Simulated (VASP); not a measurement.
An input for Ansatz (written as the equivalent of a VASP run, and not itself run):

Ansatz 0.2 input:
```yaml
crystal:
  lattice:
    - [0.0000000, 2.1900000, 2.1900000]
    - [2.1900000, 0.0000000, 2.1900000]
    - [2.1900000, 2.1900000, 0.0000000]
  atoms:
    - { symbol: Al, position: [0.0000000, 0.0000000, 0.0000000] }
    - { symbol: N, position: [0.7500000, 0.7500000, 0.7500000] }
kpoints:
  mp_grid: { grid: [9, 9, 9] }
hamiltonian:
  xc: pbe
  pseudopotentials: { kind: paw }
scf:
  occupations: { method: gaussian, width: 0.05 }
  max_iter: 100
relax:
  max_steps: 60
  f_tol: 0.01
  cell: {}
output: { forces: true, stress: true, eigenvalues: true }
```

**Question.** Translate this input to VASP (INCAR, KPOINTS, POSCAR, choice of POTCAR).

**Answer.** One answer among several that fit: 
### INCAR
```
ALGO  =  Normal   # blocked Davidson
NELM  =  100
SIGMA  =  0.05   # width (eV)
EDIFF  =  1E-6   # SCF stop (eV)
LASPH  =  .TRUE.   # aspherical one-centre terms
LREAL  =  .FALSE.
NSW  =  60   # most ionic steps
EDIFFG  =  -0.01
LCHARG  =  .FALSE.
PREC  =  Accurate
ISIF  =  3   # ions, shape and volume
SYSTEM  =  AlN
LWAVE  =  .FALSE.
ISMEAR  =  0   # Gaussian
IBRION  =  2   # conjugate gradients
ENCUT  =  530   # plane-wave cut-off (eV)
GGA  =  PE
```

**KPOINTS**
```
Automatic
0
Gamma
9 9 9
0 0 0
```

File POSCAR:
```
AlN
1.0
  0.0000000000   2.1900000000   2.1900000000
  2.1900000000   0.0000000000   2.1900000000
  2.1900000000   2.1900000000   0.0000000000
Al N
1 1
Cart
  0.0000000000   0.0000000000   0.0000000000
  3.2850000000   3.2850000000   3.2850000000
```

POTCAR, in this order: Al N (PBE.64 set). Program: vasp_std.

Limits of the translation: each code has its own PAW files, so the cut-off isn't converted (ENCUT is set for VASP's; basis.ecutwfc is left out, and Ansatz then takes the one that its files recommend); Ansatz stops its SCF on the density residual and VASP on the energy change (EDIFF).

The compound is AlN in the zinc blende structure, a metastable form; wurtzite is the usual one. This run relaxes it. Symmetry was kept, so distortions that lower it aren't found.
